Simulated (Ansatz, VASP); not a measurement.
# Cross-check of InAs between VASP and Ansatz, part 2 of 2

One calculation is typed for both programs; each brings its own data sets. How far apart do they land? The cell is taken from a series of runs on this material, whose earlier steps may have relaxed, scaled, displaced or heated it; both programs get it as it stands.

VASP 6.6.1 and Ansatz 0.2.0.

So far: The starting structure; Ansatz: zone-centre phonons, PBEsol.

## 3. VASP: zone-centre phonons, PBEsol

Level of this step: PBEsol; plane waves and PAW (As, In_d) (VASP).

The same cell, functional, mesh and smearing now go to VASP, with its own data sets.

Lines of VASP's logs that name or quote its potential files are left out, and so is its time.

Input file INCAR:

```
SYSTEM = InAs
PREC = Accurate
ENCUT = 500
EDIFF = 1E-08
NELM = 120
ISMEAR = 1
SIGMA = 0.2
LREAL = .FALSE.
ALGO = Normal
GGA = PS
NBANDS = 15
LORBIT = 11
LWAVE = .FALSE.
LCHARG = .FALSE.
ISIF = 2
IBRION = 8
LASPH = .TRUE.
GGA_COMPAT = .FALSE.
KPAR = 2
```

Input file POSCAR:

```
InAs
1.0
    0.0000000000      3.0329205780      3.0739751088
    3.0329205780      0.0000000000      3.0739751088
    3.0329205780      3.0329205780      0.0000000000
As In
1 1
Direct
    0.7500000000      0.7500000000      0.7500000000
    0.0000000000      0.0000000000      0.0000000000
```

Input file KPOINTS:

```
Automatic mesh
0
Gamma
12 12 12
0 0 0
```

The projector-augmented-wave data sets are As and In_d (PBE family, release 64).

Run with:

```sh
$ mpirun -np 2 vasp_std
```

Numbers of over 12 decimals in the logs are rounded to 6 here.

What it wrote:

```text
[banner, memory and clock lines left out]
running    2 mpi-ranks, on    1 nodes
 distrk:  each k-point on    1 cores,    2 groups
 distr:  one band on    1 cores,    1 groups

 POSCAR found type information on POSCAR AsIn
 POSCAR found :  2 types and       2 ions
|                                                                             |
|               ----> ADVICE to this user running VASP <----                  |
|                                                                             |
|     You enforced a specific xc type in the INCAR file but a different       |
|     [... a line on the potential file left out ...]
|     I HOPE YOU KNOW WHAT YOU ARE DOING!                                     |
|                                                                             |

 LDA part: xc-table for (Slater+PW92), standard interpolation
 POSCAR, INCAR and KPOINTS ok, starting setup
 FFT: planning ... GRIDC
 FFT: planning ... GRID_SOFT
 FFT: planning ... GRID
 WAVECAR not read
 entering main loop
       N       E                     dE             d eps       ncg     rms          rms(c)
DAV:   1     0.111821479042E+03    0.11182E+03   -0.81724E+03  4925   0.126E+03
DAV:   2    -0.104925940286E+01   -0.11287E+03   -0.10872E+03  5317   0.300E+02
DAV:   3    -0.857902375349E+01   -0.75298E+01   -0.74856E+01  6255   0.788E+01
DAV:   4    -0.877056088454E+01   -0.19154E+00   -0.19145E+00  5925   0.140E+01
DAV:   5    -0.877930688108E+01   -0.87460E-02   -0.87458E-02  7352   0.257E+00    0.430E+00
DAV:   6    -0.852102303714E+01    0.25828E+00   -0.39838E-01  7719   0.118E+01    0.235E+00
DAV:   7    -0.849086678476E+01    0.30156E-01   -0.10702E-01  6885   0.334E+00    0.678E-01
DAV:   8    -0.848933772720E+01    0.15291E-02   -0.12313E-02  6371   0.134E+00    0.186E-01
DAV:   9    -0.848957953435E+01   -0.24181E-03   -0.85673E-04  6144   0.283E-01    0.105E-01
DAV:  10    -0.848964882525E+01   -0.69291E-04   -0.12403E-04  7451   0.160E-01    0.641E-02
DAV:  11    -0.848966839352E+01   -0.19568E-04   -0.54976E-05  5681   0.105E-01    0.476E-02
DAV:  12    -0.848966830291E+01    0.90604E-07   -0.56066E-06  5748   0.262E-02    0.774E-03
DAV:  13    -0.848966840864E+01   -0.10573E-06   -0.11892E-06  6598   0.600E-03    0.359E-03
DAV:  14    -0.848966836366E+01    0.44987E-07   -0.63529E-08  6032   0.252E-03    0.137E-03
DAV:  15    -0.848966841037E+01   -0.46712E-07   -0.24985E-09  4468   0.683E-04    0.485E-04
DAV:  16    -0.848966842656E+01   -0.16195E-07   -0.14828E-09  3677   0.339E-04    0.961E-05
DAV:  17    -0.848966842791E+01   -0.13429E-08   -0.93143E-10  3278   0.236E-04
   1 F= -.84896684E+01 E0= -.84898193E+01  d E =0.452675E-03
 Linear response reoptimize wavefunctions to high precision
DAV:   1    -0.848966842887E+01   -0.96429E-09   -0.16598E-10  4069   0.165E-04
DAV:   2    -0.848966842886E+01    0.12051E-10   -0.52358E-11  3103   0.681E-05
 Linear response DOF=           4
 Linear response progress:
  Degree of freedom:   1/  4
       N       E                     dE             d eps       ncg     rms          rms(c)
RMM:   1    -0.466495774074E-01   -0.46650E-01    0.64847E-02 29398   0.151E+00
RMM:   2    -0.443535415774E-01    0.22960E-02    0.14253E-03 22389   0.555E-01    0.104E-01
RMM:   3    -0.450238216406E-01   -0.67028E-03   -0.17717E-03 26427   0.231E-01    0.457E-02
RMM:   4    -0.452247943208E-01   -0.20097E-03   -0.13790E-04 26738   0.773E-02    0.111E-02
RMM:   5    -0.452655475867E-01   -0.40753E-04   -0.16472E-05 27479   0.307E-02    0.500E-03
RMM:   6    -0.452518115454E-01    0.13736E-04   -0.18801E-06 26680   0.833E-03    0.148E-03
RMM:   7    -0.452497394152E-01    0.20721E-05   -0.15839E-07 29183   0.248E-03    0.937E-04
RMM:   8    -0.452504923344E-01   -0.75292E-06   -0.63127E-08 26611   0.109E-03    0.436E-04
RMM:   9    -0.452511206506E-01   -0.62832E-06    0.10183E-08 27744   0.366E-04    0.930E-05
RMM:  10    -0.452511751898E-01   -0.54539E-07    0.39433E-08 30153   0.145E-04    0.576E-05
RMM:  11    -0.452511691473E-01    0.60425E-08   -0.34912E-08 28125   0.562E-05    0.107E-05
 first order change of Fermi-energy   0.11808E-03
 force on displaced ion       1 direction 1 :  -7.179   0.000   0.000
 Linear response progress:
  Degree of freedom:   2/  4
       N       E                     dE             d eps       ncg     rms          rms(c)
RMM:   1    -0.468158794812E-01   -0.46816E-01    0.64468E-02 17142   0.152E+00
RMM:   2    -0.443769734578E-01    0.24389E-02    0.14045E-03 13265   0.560E-01    0.106E-01
RMM:   3    -0.450640700762E-01   -0.68710E-03   -0.18047E-03 15453   0.234E-01    0.463E-02
RMM:   4    -0.452706058152E-01   -0.20654E-03   -0.14176E-04 15738   0.787E-02    0.112E-02
RMM:   5    -0.453103929102E-01   -0.39787E-04   -0.16295E-05 16119   0.308E-02    0.523E-03
RMM:   6    -0.452960952370E-01    0.14298E-04   -0.20592E-06 15655   0.852E-03    0.156E-03
RMM:   7    -0.452942893129E-01    0.18059E-05   -0.17207E-07 16963   0.251E-03    0.991E-04
RMM:   8    -0.452950818954E-01   -0.79258E-06   -0.30867E-08 15644   0.111E-03    0.471E-04
RMM:   9    -0.452957226268E-01   -0.64073E-06   -0.31708E-08 16269   0.376E-04    0.869E-05
RMM:  10    -0.452957455824E-01   -0.22956E-07    0.76385E-08 17509   0.148E-04    0.560E-05
RMM:  11    -0.452957454465E-01    0.13598E-09   -0.16456E-08 16731   0.579E-05    0.105E-05
 first order change of Fermi-energy   0.97846E-03
 force on displaced ion       1 direction 3 :   0.000   0.000  -7.212
 Linear response progress:
  Degree of freedom:   3/  4
       N       E                     dE             d eps       ncg     rms          rms(c)
RMM:   1    -0.233415262299E+00   -0.23342E+00   -0.97964E-02 19289   0.486E+00
RMM:   2    -0.235924872064E+00   -0.25096E-02   -0.12983E-02 24272   0.102E+00    0.767E-02
RMM:   3    -0.235845955911E+00    0.78916E-04   -0.15265E-03 26316   0.316E-01    0.375E-02
RMM:   4    -0.235630078431E+00    0.21588E-03   -0.14712E-04 27059   0.107E-01    0.206E-02
RMM:   5    -0.235566396503E+00    0.63682E-04   -0.19287E-05 28004   0.393E-02    0.734E-03
RMM:   6    -0.235560330660E+00    0.60658E-05   -0.16685E-06 27938   0.134E-02    0.188E-03
RMM:   7    -0.235571062504E+00   -0.10732E-04    0.56996E-07 28750   0.392E-03    0.791E-04
RMM:   8    -0.235570333413E+00    0.72909E-06   -0.64800E-08 28260   0.166E-03    0.345E-04
RMM:   9    -0.235570218238E+00    0.11517E-06    0.20135E-07 29646   0.728E-04    0.888E-05
RMM:  10    -0.235570198720E+00    0.19518E-07    0.13081E-07 30186   0.316E-04    0.255E-05
RMM:  11    -0.235570281980E+00   -0.83260E-07    0.17671E-07 30308   0.161E-04    0.126E-05
RMM:  12    -0.235570325447E+00   -0.43467E-07    0.12035E-07 29768   0.970E-05    0.103E-05
RMM:  13    -0.235570342942E+00   -0.17496E-07    0.56437E-08 28455   0.674E-05    0.127E-05
RMM:  14    -0.235570341363E+00    0.15793E-08    0.33849E-08 30035   0.487E-05    0.276E-05
 first order change of Fermi-energy  -0.32856E-04
 force on displaced ion       2 direction 1 :  -7.165   0.000  -0.000
 Linear response progress:
  Degree of freedom:   4/  4
       N       E                     dE             d eps       ncg     rms          rms(c)
RMM:   1    -0.233556559785E+00   -0.23356E+00   -0.10037E-01 11357   0.483E+00
RMM:   2    -0.235982522601E+00   -0.24260E-02   -0.12600E-02 14214   0.101E+00    0.771E-02
RMM:   3    -0.235919430530E+00    0.63092E-04   -0.14984E-03 15461   0.314E-01    0.383E-02
RMM:   4    -0.235707997478E+00    0.21143E-03   -0.14326E-04 15924   0.106E-01    0.208E-02
RMM:   5    -0.235648653013E+00    0.59344E-04   -0.24394E-05 16405   0.390E-02    0.730E-03
RMM:   6    -0.235644716632E+00    0.39364E-05   -0.32727E-06 16434   0.131E-02    0.193E-03
RMM:   7    -0.235655477562E+00   -0.10761E-04   -0.50577E-07 16717   0.380E-03    0.763E-04
RMM:   8    -0.235654469241E+00    0.10083E-05   -0.77991E-08 16624   0.163E-03    0.345E-04
RMM:   9    -0.235654276388E+00    0.19285E-06   -0.59228E-08 17172   0.703E-04    0.573E-05
RMM:  10    -0.235654342567E+00   -0.66179E-07    0.19394E-07 17768   0.298E-04    0.438E-05
RMM:  11    -0.235654383416E+00   -0.40849E-07    0.20457E-07 17606   0.147E-04    0.243E-05
RMM:  12    -0.235654419701E+00   -0.36285E-07    0.11739E-07 17335   0.859E-05    0.606E-06
RMM:  13    -0.235654459676E+00   -0.39975E-07    0.53992E-08 16392   0.589E-05    0.933E-06
RMM:  14    -0.235654461682E+00   -0.20057E-08    0.36362E-08 17515   0.418E-05    0.531E-06
 first order change of Fermi-energy  -0.10611E-03
 force on displaced ion       2 direction 3 :  -0.000  -0.000  -7.223
 Linear response finished
```

Parts of OUTCAR (step 3):

```text
ion  position               nearest neighbor table
   1  0.750  0.750  0.750-   2 2.64   2 2.64   2 2.64   2 2.64
   2  0.000  0.000  0.000-   1 2.64   1 2.64   1 2.64   1 2.64

  LATTYP: Found a body centered tetragonal cell.
 ALAT       =     4.2891974150
 C/A-ratio  =     1.4333567851

 Subroutine GETGRP returns: Found  8 space group operations
 (whereof  8 operations were pure point group operations)

The static configuration has the point symmetry D_2d.

 Found    163 irreducible k-points:

   k-points           NKPTS =    163   k-points in BZ     NKDIM =    163   number of bands    NBANDS=     15

   dimension x,y,z NGX =    32 NGY =   32 NGZ =   32
   dimension x,y,z NGXF=    64 NGYF=   64 NGZF=   64

   ENCUT  =  500.0 eV  36.75 Ry    6.06 a.u.   7.87  7.87  7.82*2*pi/ulx,y,z

   NELECT =      18.0000    total number of electrons

 k-points in reciprocal lattice and weights: Automatic mesh
   0.00000000  0.00000000  0.00000000       0.001
   0.08333333 -0.00000000  0.00000000       0.005
   0.16666667  0.00000000  0.00000000       0.005
   0.25000000  0.00000000  0.00000000       0.005
   0.33333333  0.00000000  0.00000000       0.005
   0.41666667  0.00000000  0.00000000       0.005
   0.50000000  0.00000000  0.00000000       0.002
   0.08333333  0.08333333  0.00000000       0.001
   0.16666667  0.08333333  0.00000000       0.005
[...]
-0.33333333  0.16666667  0.50000000       0.002
  -0.25000000  0.25000000  0.50000000       0.001

 average (electrostatic) potential at core
       1 -49.7117       2 -96.6279

  Total        0.0270127      0.0270127     -0.1387047      0.0000000      0.0000000     -0.0000000
  in kB        0.7652891      0.7652891     -3.9296090      0.0000000      0.0000000     -0.0000000
  external PRESSURE =      -0.7996769 kB  Pullay stress =       0.0000000 kB

  energy-cutoff  :      500.00
  volume of cell :       56.55
      direct lattice vectors                 reciprocal lattice vectors
     0.000000000  3.032920578  3.073975109    -0.164857598  0.164857598  0.162655839
     3.032920578  0.000000000  3.073975109     0.164857598 -0.164857598  0.162655839
     3.032920578  3.032920578  0.000000000     0.164857598  0.164857598 -0.162655839

 POSITION                                       TOTAL-FORCE (eV/Angst)
 -----------------------------------------------------------------------------------
      4.54938      4.54938      4.61096         0.000000      0.000000     -0.000000
      0.00000      0.00000      0.00000        -0.000000     -0.000000      0.000000
 -----------------------------------------------------------------------------------
    total drift:                                0.000000      0.000000     -0.000000

 Eigenvectors and eigenvalues of the dynamical matrix
 ----------------------------------------------------

   1 f  =    6.237147 THz    39.189153 2PiTHz  208.048844 cm-1    25.794757 meV
             X         Y         Z           dx          dy          dz
      4.549381  4.549381  4.610963     0.000000    0.000000   -0.777675
      0.000000  0.000000  0.000000     0.000000   -0.000000    0.628667

   2 f  =    6.218475 THz    39.071831 2PiTHz  207.425997 cm-1    25.717534 meV
             X         Y         Z           dx          dy          dz
      4.549381  4.549381  4.610963     0.000000   -0.778217   -0.000000
      0.000000  0.000000  0.000000     0.000000    0.627996    0.000000

   3 f  =    6.218475 THz    39.071831 2PiTHz  207.425997 cm-1    25.717534 meV
             X         Y         Z           dx          dy          dz
      4.549381  4.549381  4.610963    -0.778217    0.000000    0.000000
      0.000000  0.000000  0.000000     0.627996    0.000000    0.000000

   4 f/i=    0.002292 THz     0.014402 2PiTHz    0.076456 cm-1     0.009479 meV
             X         Y         Z           dx          dy          dz
      4.549381  4.549381  4.610963     0.000000    0.000000    0.628667
      0.000000  0.000000  0.000000     0.000000    0.000000    0.777675

   5 f/i=    0.003079 THz     0.019346 2PiTHz    0.102704 cm-1     0.012734 meV
             X         Y         Z           dx          dy          dz
      4.549381  4.549381  4.610963     0.000000    0.627996   -0.000000
      0.000000  0.000000  0.000000     0.000000    0.778217   -0.000000

   6 f/i=    0.003079 THz     0.019346 2PiTHz    0.102704 cm-1     0.012734 meV
             X         Y         Z           dx          dy          dz
      4.549381  4.549381  4.610963    -0.627996    0.000000    0.000000
      0.000000  0.000000  0.000000    -0.778217    0.000000    0.000000

 ELASTIC MODULI CONTR FROM IONIC RELAXATION (kBar)
 Direction    XX          YY          ZZ          XY          YZ          ZX
 --------------------------------------------------------------------------------
 XX           0.0000      0.0000      0.0000      0.0000      0.0000      0.0000
 YY           0.0000      0.0000      0.0000      0.0000      0.0000      0.0000
 ZZ           0.0000      0.0000      0.0000      0.0000      0.0000      0.0000
 XY           0.0000      0.0000      0.0000   -207.6241      0.0000      0.0000
 YZ           0.0000      0.0000      0.0000      0.0000   -211.3534      0.0000
 ZX           0.0000      0.0000      0.0000      0.0000      0.0000   -190.3205
 --------------------------------------------------------------------------------
```

## 4. Differences

Known differences besides the potentials themselves: the data sets hold 28 valence electrons in Ansatz (on its PAW soft_1 files) and 18 in VASP; the cutoff is 420 eV in Ansatz and 500 eV in VASP; Ansatz makes its cores anew for this functional, VASP keeps those of its PBE data sets. Total energies have different zeros and are not compared.

Both answers:

```
                  quantity  Ansatz   VASP  difference
optical mode 1 to 2 (cm⁻¹)   207.0  207.4     -0.22 %
     optical mode 3 (cm⁻¹)   207.5  208.0     -0.24 %
```

Modes are paired by rising frequency, not by their patterns, so a pair may set unlike modes beside each other; they are those without the splitting of longitudinal modes.

## 5. Summary of results

```yaml
r_m_s_difference_of_the_optical_zone_centre_modes_each_program_s_sorted_by_frequency_zone_centre_phonons_pbesol: 0.47 cm⁻¹
```

**Reading.** The r.m.s. difference of the optical zone-centre modes, each program's sorted by frequency is 0.47 cm⁻¹ (zone-centre phonons, PBEsol). The data sets hold unlike numbers of valence electrons (28 in Ansatz and 18 in VASP), so part of the differences comes from the potentials. Such differences can come from data sets, numerical settings and the points named under the comparisons, not from the functional's error against experiment.

[Lines on the potential files, build, host, timing and source positions are cut from VASP's logs without a mark.]

[Logs are printed without paths, hosts, clocks, repeated set-up lines and the standing remarks that a program may print on its own settings, such as how far it seeks lower states.]

[Hosts, paths, dates, database ids (printed as entryN), source tags and the programs' standing remarks are cut or masked in the printed files.]
